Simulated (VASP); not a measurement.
# CdTe: GW quasiparticle gap, part 2 of 4

Wanted: how far GW moves the Kohn-Sham levels of CdTe. The cell is of the zinc-blende type, one of the forms listed for this formula, which need not be the common one. The start is a cell from a database of measured crystal structures.

VASP 6.6.1, plane waves and PAW; the level of theory is named at each step.

So far, gap on the k-mesh (eV): step 3 (empty bands, functional PBE) 0.751.

### 4. evGW0

This step: evGW0 on PBE; plane waves and PAW (Cd_GW, Te_GW) (VASP 6.6.1).

The lowest NBANDSGW levels in G are updated for four passes while W stays fixed, so the result depends less on the starting levels.

Input file INCAR:

```
SYSTEM = CdTe
PREC = Accurate
ENCUT = 300
ISMEAR = 0
SIGMA = 0.01
LREAL = .FALSE.
GGA = PE
NBANDS = 440
ALGO = EVGW0
NELMGW = 4
ENCUTGW = 200
NOMEGA = 48
PRECFOCK = Fast
NBANDSGW = 24
LWAVE = .FALSE.
LCHARG = .FALSE.
```

Input file POSCAR:

```
CdTe
1.0
    0.0000000000      3.2400000000      3.2400000000
    3.2400000000      0.0000000000      3.2400000000
    3.2400000000      3.2400000000      0.0000000000
Cd Te
1 1
Direct
    0.0000000000      0.0000000000      0.0000000000
    0.2500000000      0.2500000000      0.2500000000
```

Input file KPOINTS:

```
Automatic mesh
0
Gamma
4 4 4
0 0 0
```

PAW data sets: Cd_GW and Te_GW (PBE family, release 64).

Command:

```
$ mpirun -np 8 vasp_std
```

What it wrote:

```text
[banner, memory and clock lines left out]
running    8 mpi-ranks, on    1 nodes
 distrk:  each k-point on    8 cores,    1 groups
 distr:  one band on    1 cores,    8 groups

 POSCAR found type information on POSCAR CdTe
 POSCAR found :  2 types and       2 ions
 [... a notice as in an earlier step ...]

|                                                                             |
|           W    W    AA    RRRRR   N    N  II  N    N   GGGG   !!!           |
|           W    W   A  A   R    R  NN   N  II  NN   N  G    G  !!!           |
|           W    W  A    A  R    R  N N  N  II  N N  N  G       !!!           |
|           W WW W  AAAAAA  RRRRR   N  N N  II  N  N N  G  GGG   !            |
|           WW  WW  A    A  R   R   N   NN  II  N   NN  G    G                |
|           W    W  A    A  R    R  N    N  II  N    N   GGGG   !!!           |
|                                                                             |
|     The default for ENCUTGWSOFT is different in this version of VASP.       |
|     please manually set ENCUTGWSOFT =200 in the INCAR file.                 |
|                                                                             |

 LDA part: xc-table for (Slater+PW92), standard interpolation
 found WAVECAR, reading the header
 POSCAR, INCAR and KPOINTS ok, starting setup
 FFT: planning ... GRIDC
 FFT: planning ... GRID_SOFT
 FFT: planning ... GRID
 reading WAVECAR
 the WAVECAR file was read successfully
 initial charge from wavefunction
 available memory per node:     67.63 GB, setting MAXMEM to     69252

 The Fermi energy was updated, please check that it is located mid-gap
 values below the HOMO (VB) or above the LUMO (CB) will cause erroneous energies
 E-fermi :   3.7233

 calculate exact exchange contribution
 the WAVEDER file was read successfully
energies w=
    0.000    0.000    0.322    0.000    0.643    0.000    0.961    0.000
    1.275    0.000    1.584    0.000    1.889    0.000    2.188    0.000
    2.481    0.000    2.768    0.000    3.051    0.000    3.329    0.000
    3.603    0.000    3.874    0.000    4.142    0.000    4.410    0.000
    4.677    0.000    4.945    0.000    5.216    0.000    5.490    0.000
    5.769    0.000    6.055    0.000    6.349    0.000    6.654    0.000
    6.972    0.000    7.304    0.000    7.657    0.000    8.031    0.000
    8.431    0.000    8.864    0.000    9.336    0.000    9.854    0.000
   10.428    0.000   11.072    0.000   11.804    0.000   12.642    0.000
   13.620    0.000   14.777    0.000   16.171    0.000   17.889    0.000
   20.059    0.000   22.889    0.000   26.733    0.000   32.249    0.000
   40.809    0.000   55.842    0.000   88.972    0.000  221.041    0.000
 responsefunction array rank=     448
 LDA part: xc-table for (Slater+PW92), standard interpolation

 min. memory requirement per mpi rank    316.4 MB, per node   2531.5 MB

 allocating   6 responsefunctions rank=   448
 shmem allocating  48 responsefunctions rank=   448
 response function shared by NCSHMEM nodes    1
 Doing            6  frequencies on each core in blocks of           48
NQ=   1    0.0000    0.0000    0.0000,
|.........|.........|.........|.........|.........|.........|.........|.........
 performed        665000 updates of chi_q(r,r)
 total number of BLAS operations        899.30 Gflops
NQ=   2    0.2500    0.0000    0.0000,
|.........|.........|.........|.........|.........|.........|.........|.........
 performed       1921000 updates of chi_q(r,r)
 total number of BLAS operations       2828.22 Gflops
NQ=   3    0.5000    0.0000    0.0000,
|.........|.........|.........|.........|.........|.........|.........|.........
 performed       3008000 updates of chi_q(r,r)
 total number of BLAS operations       4467.48 Gflops
NQ=   4    0.2500    0.2500    0.0000,
|.........|.........|.........|.........|.........|.........|.........|.........
 performed       4264000 updates of chi_q(r,r)
 total number of BLAS operations       6335.24 Gflops
NQ=   5    0.5000    0.2500    0.0000,
|.........|.........|.........|.........|.........|.........|.........|.........
 performed       5985000 updates of chi_q(r,r)
 total number of BLAS operations       8965.23 Gflops
NQ=   6   -0.2500    0.2500    0.0000,
|.........|.........|.........|.........|.........|.........|.........|.........
 performed       7537000 updates of chi_q(r,r)
 total number of BLAS operations      11315.42 Gflops
NQ=   7    0.5000    0.5000    0.0000,
|.........|.........|.........|.........|.........|.........|.........|.........
 performed       8498000 updates of chi_q(r,r)
 total number of BLAS operations      12831.24 Gflops
NQ=   8   -0.2500    0.5000    0.2500,
|.........|.........|.........|.........|.........|.........|.........|.........
 performed       9712000 updates of chi_q(r,r)
 total number of BLAS operations      14746.76 Gflops
 resolving degeneracies of screened two electron integrals

 calculate QP shifts <psi_nk| G(iteration)W_0 |psi_nk>: iteration 1
 allocating   6 responsefunctions rank=   448
 shmem allocating  48 responsefunctions rank=   448
 response function shared by NCSHMEM nodes    1
 Doing            6  frequencies on each core in blocks of           48
NQ=   1    0.0000    0.0000    0.0000,
|.........|.........|.........|.........|.........|.........|.........|.........
 performed        665000 updates of chi_q(r,r)
 total number of BLAS operations        899.30 Gflops
NQ=   2    0.2500    0.0000    0.0000,
|.........|.........|.........|.........|.........|.........|.........|.........
 performed       1921000 updates of chi_q(r,r)
 total number of BLAS operations       2828.22 Gflops
NQ=   3    0.5000    0.0000    0.0000,
|.........|.........|.........|.........|.........|.........|.........|.........
 performed       3008000 updates of chi_q(r,r)
 total number of BLAS operations       4467.48 Gflops
NQ=   4    0.2500    0.2500    0.0000,
|.........|.........|.........|.........|.........|.........|.........|.........
 performed       4264000 updates of chi_q(r,r)
 total number of BLAS operations       6335.24 Gflops
NQ=   5    0.5000    0.2500    0.0000,
|.........|.........|.........|.........|.........|.........|.........|.........
 performed       5985000 updates of chi_q(r,r)
 total number of BLAS operations       8965.23 Gflops
NQ=   6   -0.2500    0.2500    0.0000,
|.........|.........|.........|.........|.........|.........|.........|.........
 performed       7537000 updates of chi_q(r,r)
 total number of BLAS operations      11315.42 Gflops
NQ=   7    0.5000    0.5000    0.0000,
|.........|.........|.........|.........|.........|.........|.........|.........
 performed       8498000 updates of chi_q(r,r)
 total number of BLAS operations      12831.24 Gflops
NQ=   8   -0.2500    0.5000    0.2500,
|.........|.........|.........|.........|.........|.........|.........|.........
 performed       9712000 updates of chi_q(r,r)
 total number of BLAS operations      14746.76 Gflops
 resolving degeneracies of screened two electron integrals

 calculate QP shifts <psi_nk| G(iteration)W_0 |psi_nk>: iteration 2
 allocating   6 responsefunctions rank=   448
 shmem allocating  48 responsefunctions rank=   448
 response function shared by NCSHMEM nodes    1
 Doing            6  frequencies on each core in blocks of           48
NQ=   1    0.0000    0.0000    0.0000,
|.........|.........|.........|.........|.........|.........|.........|.........
 performed        665000 updates of chi_q(r,r)
 total number of BLAS operations        899.30 Gflops
NQ=   2    0.2500    0.0000    0.0000,
|.........|.........|.........|.........|.........|.........|.........|.........
 performed       1921000 updates of chi_q(r,r)
 total number of BLAS operations       2828.22 Gflops
NQ=   3    0.5000    0.0000    0.0000,
|.........|.........|.........|.........|.........|.........|.........|.........
 performed       3008000 updates of chi_q(r,r)
 total number of BLAS operations       4467.48 Gflops
NQ=   4    0.2500    0.2500    0.0000,
|.........|.........|.........|.........|.........|.........|.........|.........
 performed       4264000 updates of chi_q(r,r)
 total number of BLAS operations       6335.24 Gflops
NQ=   5    0.5000    0.2500    0.0000,
|.........|.........|.........|.........|.........|.........|.........|.........
 performed       5985000 updates of chi_q(r,r)
 total number of BLAS operations       8965.23 Gflops
NQ=   6   -0.2500    0.2500    0.0000,
|.........|.........|.........|.........|.........|.........|.........|.........
 performed       7537000 updates of chi_q(r,r)
 total number of BLAS operations      11315.42 Gflops
NQ=   7    0.5000    0.5000    0.0000,
|.........|.........|.........|.........|.........|.........|.........|.........
 performed       8498000 updates of chi_q(r,r)
 total number of BLAS operations      12831.24 Gflops
NQ=   8   -0.2500    0.5000    0.2500,
|.........|.........|.........|.........|.........|.........|.........|.........
 performed       9712000 updates of chi_q(r,r)
 total number of BLAS operations      14746.76 Gflops
 resolving degeneracies of screened two electron integrals

 calculate QP shifts <psi_nk| G(iteration)W_0 |psi_nk>: iteration 3
 allocating   6 responsefunctions rank=   448
 shmem allocating  48 responsefunctions rank=   448
 response function shared by NCSHMEM nodes    1
 Doing            6  frequencies on each core in blocks of           48
NQ=   1    0.0000    0.0000    0.0000,
|.........|.........|.........|.........|.........|.........|.........|.........
 performed        665000 updates of chi_q(r,r)
 total number of BLAS operations        899.30 Gflops
NQ=   2    0.2500    0.0000    0.0000,
|.........|.........|.........|.........|.........|.........|.........|.........
 performed       1921000 updates of chi_q(r,r)
 total number of BLAS operations       2828.22 Gflops
NQ=   3    0.5000    0.0000    0.0000,
|.........|.........|.........|.........|.........|.........|.........|.........
 performed       3008000 updates of chi_q(r,r)
 total number of BLAS operations       4467.48 Gflops
NQ=   4    0.2500    0.2500    0.0000,
|.........|.........|.........|.........|.........|.........|.........|.........
 performed       4264000 updates of chi_q(r,r)
 total number of BLAS operations       6335.24 Gflops
NQ=   5    0.5000    0.2500    0.0000,
|.........|.........|.........|.........|.........|.........|.........|.........
 performed       5985000 updates of chi_q(r,r)
 total number of BLAS operations       8965.23 Gflops
NQ=   6   -0.2500    0.2500    0.0000,
|.........|.........|.........|.........|.........|.........|.........|.........
 performed       7537000 updates of chi_q(r,r)
 total number of BLAS operations      11315.42 Gflops
NQ=   7    0.5000    0.5000    0.0000,
|.........|.........|.........|.........|.........|.........|.........|.........
 performed       8498000 updates of chi_q(r,r)
 total number of BLAS operations      12831.24 Gflops
NQ=   8   -0.2500    0.5000    0.2500,
|.........|.........|.........|.........|.........|.........|.........|.........
 performed       9712000 updates of chi_q(r,r)
 total number of BLAS operations      14746.76 Gflops
 resolving degeneracies of screened two electron integrals

 calculate QP shifts <psi_nk| G(iteration)W_0 |psi_nk>: iteration 4
 entering main loop
```

Elapsed: 22 min, on 8 MPI ranks of AMD EPYC 7R43, shared host; peak memory 2.9 GiB; 2.9 h of CPU time.

Parts of OUTCAR (step 4):

```text
The static configuration has the point symmetry T_d .

 Found      8 irreducible k-points:

   k-points           NKPTS =      8   k-points in BZ     NKDIM =     64   number of bands    NBANDS=    440

   NELECT =      18.0000    total number of electrons

 E-fermi :   3.7233

 QP shifts <psi_nk| G(iteration)W_0 |psi_nk>: iteration 1
 for sc-GW calculations column KS-energies equals QP-energies in previous step
 and V_xc(KS)=  KS-energies - (<T + V_ion + V_H > + <T+V_H+V_ion>^1  + <V_x>^1)
 k-point   1 :       0.0000    0.0000    0.0000
  band No.  KS-energies  QP-energies   sigma(KS)   V_xc(KS)     V^pw_x(r,r')   Z            occupation Imag(sigma)
    ...
      6      -4.6964      -6.5514     -18.2121     -15.4981     -23.1852       0.6835       2.0000       0.0963
      7       3.3478       2.5997     -12.3043     -11.2990     -13.3291       0.7441       2.0000      -0.1362
      8       3.3478       2.5997     -12.3043     -11.2990     -13.3291       0.7441       2.0000      -0.1362
      9       3.3478       2.5997     -12.3043     -11.2990     -13.3291       0.7441       2.0000      -0.1362
     10       4.0988       4.0757      -9.7011      -9.6705      -5.7442       0.7553       0.0000      -0.1978
     11       7.9379       7.9182      -8.9163      -8.8900      -4.6466       0.7482       0.0000      -0.1818
     12       7.9379       7.9182      -8.9163      -8.8900      -4.6466       0.7482       0.0000      -0.1818
     13       7.9379       7.9182      -8.9163      -8.8900      -4.6466       0.7482       0.0000      -0.1818
    ...

 k-point   2 :       0.2500    0.0000    0.0000
  band No.  KS-energies  QP-energies   sigma(KS)   V_xc(KS)     V^pw_x(r,r')   Z            occupation Imag(sigma)
    ...
      6      -4.6965      -6.5479     -18.2100     -15.4982     -23.1877       0.6827       2.0000       0.0969
      7       0.6123      -0.1738     -11.4512     -10.3510     -13.0449       0.7145       2.0000      -0.0779
      8       2.9171       2.1512     -12.0425     -11.0098     -13.1603       0.7416       2.0000      -0.1295
      9       2.9171       2.1512     -12.0425     -11.0098     -13.1603       0.7416       2.0000      -0.1295
     10       5.3185       5.2785      -9.6096      -9.5567      -5.5876       0.7567       0.0000      -0.1991
     11       8.4905       8.4784      -8.9549      -8.9387      -4.5514       0.7443       0.0000      -0.1935
     12       8.4905       8.4784      -8.9549      -8.9387      -4.5514       0.7443       0.0000      -0.1935
     13       8.7020       8.6087      -8.9710      -8.8449      -4.4971       0.7397       0.0000      -0.2259
    ...

 k-point   3 :       0.5000    0.0000    0.0000
  band No.  KS-energies  QP-energies   sigma(KS)   V_xc(KS)     V^pw_x(r,r')   Z            occupation Imag(sigma)
    ...
      6      -4.3395      -6.0284     -17.6361     -15.1712     -22.5117       0.6852       2.0000       0.1419
      7      -1.0912      -1.9052     -10.7637      -9.5863     -13.1490       0.6914       2.0000       0.0130
      8       2.5693       1.7908     -11.8824     -10.8231     -13.1096       0.7349       2.0000      -0.1251
      9       2.5693       1.7908     -11.8824     -10.8231     -13.1096       0.7349       2.0000      -0.1251
     10       5.1468       5.0835      -9.4048      -9.3216      -5.4001       0.7604       0.0000      -0.1893
     11       8.5322       8.4850      -8.6539      -8.5904      -4.3141       0.7448       0.0000      -0.1875
     12       8.5322       8.4850      -8.6539      -8.5904      -4.3141       0.7448       0.0000      -0.1875
     13      10.4038      10.1374      -7.4624      -7.0981      -2.6974       0.7315       0.0000      -0.2549
    ...

 QP shifts <psi_nk| G(iteration)W_0 |psi_nk>: iteration 2
 k-point   1 :       0.0000    0.0000    0.0000
  band No. old QP-enery  QP-energies   sigma(KS)   T+V_ion+V_H  V^pw_x(r,r')   Z            occupation Imag(sigma)
    ...
      6      -6.5514      -7.0948     -18.1535      10.8016     -23.1852       0.6789       2.0000       0.0913
      7       2.5997       2.4375     -12.2655      14.6467     -13.3291       0.7427       2.0000      -0.1352
      8       2.5997       2.4375     -12.2655      14.6467     -13.3291       0.7427       2.0000      -0.1352
      9       2.5997       2.4375     -12.2655      14.6467     -13.3291       0.7427       2.0000      -0.1352
     10       4.0757       4.0367      -9.7446      13.7693      -5.7442       0.7649       0.0000      -0.1999
     11       7.9182       7.8935      -8.9426      16.8279      -4.6466       0.7496       0.0000      -0.1831
     12       7.9182       7.8935      -8.9426      16.8279      -4.6466       0.7496       0.0000      -0.1831
     13       7.9182       7.8935      -8.9426      16.8279      -4.6466       0.7496       0.0000      -0.1831
    ...

 QP shifts <psi_nk| G(iteration)W_0 |psi_nk>: iteration 3
 k-point   1 :       0.0000    0.0000    0.0000
  band No. old QP-enery  QP-energies   sigma(KS)   T+V_ion+V_H  V^pw_x(r,r')   Z            occupation Imag(sigma)
    ...
      6      -7.0948      -7.2579     -18.1364      10.8016     -23.1852       0.6796       2.0000       0.0900
      7       2.4375       2.3988     -12.2612      14.6467     -13.3291       0.7432       2.0000      -0.1359
      8       2.4375       2.3988     -12.2612      14.6467     -13.3291       0.7432       2.0000      -0.1359
      9       2.4375       2.3988     -12.2612      14.6467     -13.3291       0.7432       2.0000      -0.1359
     10       4.0367       4.0233      -9.7502      13.7693      -5.7442       0.7612       0.0000      -0.2009
     11       7.8935       7.8825      -8.9491      16.8279      -4.6466       0.7457       0.0000      -0.1841
     12       7.8935       7.8825      -8.9491      16.8279      -4.6466       0.7457       0.0000      -0.1841
     13       7.8935       7.8825      -8.9491      16.8279      -4.6466       0.7457       0.0000      -0.1841
    ...

 QP shifts <psi_nk| G(iteration)W_0 |psi_nk>: iteration 4
 k-point   1 :       0.0000    0.0000    0.0000
  band No. old QP-enery  QP-energies   sigma(KS)   T+V_ion+V_H  V^pw_x(r,r')   Z            occupation Imag(sigma)
    ...
      6      -7.2579      -7.3062     -18.1306      10.8016     -23.1852       0.6795       2.0000       0.0897
      7       2.3988       2.3890     -12.2611      14.6467     -13.3291       0.7433       2.0000      -0.1361
      8       2.3988       2.3890     -12.2611      14.6467     -13.3291       0.7433       2.0000      -0.1361
      9       2.3988       2.3890     -12.2611      14.6467     -13.3291       0.7433       2.0000      -0.1361
     10       4.0233       4.0185      -9.7523      13.7693      -5.7442       0.7613       0.0000      -0.2017
     11       7.8825       7.8783      -8.9510      16.8279      -4.6466       0.7454       0.0000      -0.1846
     12       7.8825       7.8783      -8.9510      16.8279      -4.6466       0.7454       0.0000      -0.1846
     13       7.8825       7.8783      -8.9510      16.8279      -4.6466       0.7454       0.0000      -0.1846
    ...

[... 7 parts as in an earlier step ...]

[... 26 further parts left out ...]
```

Numbers from this step:

| Quantity | Value |
| --- | --- |
| quasiparticle gap on the mesh | 1.630 eV |
| smallest direct quasiparticle gap on the mesh | 1.630 eV |
| gap of the starting orbitals on the mesh | 0.7510 eV |

QP gap by iteration, by row:

| iteration | gap (eV) | direct gap (eV) |
| --- | --- | --- |
| 1 | 1.476 | 1.476 |
| 2 | 1.599 | 1.599 |
| 3 | 1.625 | 1.625 |
| 4 | 1.629 | 1.629 |

GW takes the gap from 0.751 to 1.630 eV. The last pass still moved it by +5 meV. Spin-orbit coupling is left out. The value holds for 440 bands, ENCUTGW = 200 eV and this mesh, and isn't shown to be converged in them.

(Part 2 of 4 ends here.)

[Lines on the potential files, build, host, timing and source positions are cut from VASP's logs without a mark.]

[Logs are printed without paths, hosts, clocks, repeated set-up lines and the standing remarks that a program may print on its own settings, such as how far it seeks lower states.]

[Hosts, paths, dates, database ids (printed as entryN), source tags and the programs' standing remarks are cut or masked in the printed files.]

[Pressures printed for these runs are not shown converged in the cutoff: they can be off by several GPa and have the wrong sign.]

[In band tables of VASP the shares of atoms and orbitals are scaled to a sum of 1 inside the atoms' spheres.]
